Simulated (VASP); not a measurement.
Level of theory: PBEsol GGA, VASP's PBE PAW potentials (set 64) (plane waves; VASP).

The input files of a VASP run:

**INCAR**
```
SYSTEM=Li(110) slab
PREC=Normal; ENCUT=450; LREAL=.False.
LASPH=.True.
EDIFF=1E-5; NELM=100; NELMIN=4
ALGO=Normal
ISMEAR=1; SIGMA=0.1
GGA=PS
IBRION=2; NSW=50; ISIF=2
EDIFFG=-0.03
LWAVE=.True.; LCHARG=.False.
DIPOL=0.5 0.5 0.5
LDIPOL=.True.; IDIPOL=3
```

**POSCAR**
```
Li(110) slab
1.0
  2.9669540566   0.0000000000   0.0000000000
 -0.9889843583   2.7972707289   0.0000000000
  0.0000000000   0.0000000000  24.4147142476
Li
4
Direct
  0.7500000000   0.2500000000   0.3511650000
  0.2500000000   0.7500000000   0.4503880000
  0.7500000000   0.2500000000   0.5496120000
  0.2500000000   0.7500000000   0.6488350000
```

**KPOINTS**
```
K-points
0
gamma
 10 10 1
0 0 0
```

POTCAR, in this order: Li_sv (PBE.64 set). Program: vasp_std.

Question: What will the output report for the number of irreducible k-points (NKPTS), largest plane-wave count, number of space-group operations, FFT grid (NGX, NGY, NGZ)?

Answer: 
```
Item                                           Result
--------------------------------------  -------------
number of irreducible k-points (NKPTS)             31
largest plane-wave count                         4432
number of space-group operations                    8
FFT grid (NGX, NGY, NGZ)                16 × 16 × 128
```

The cell is a thin slab with vacuum, built from Li (bcc): (110) face.
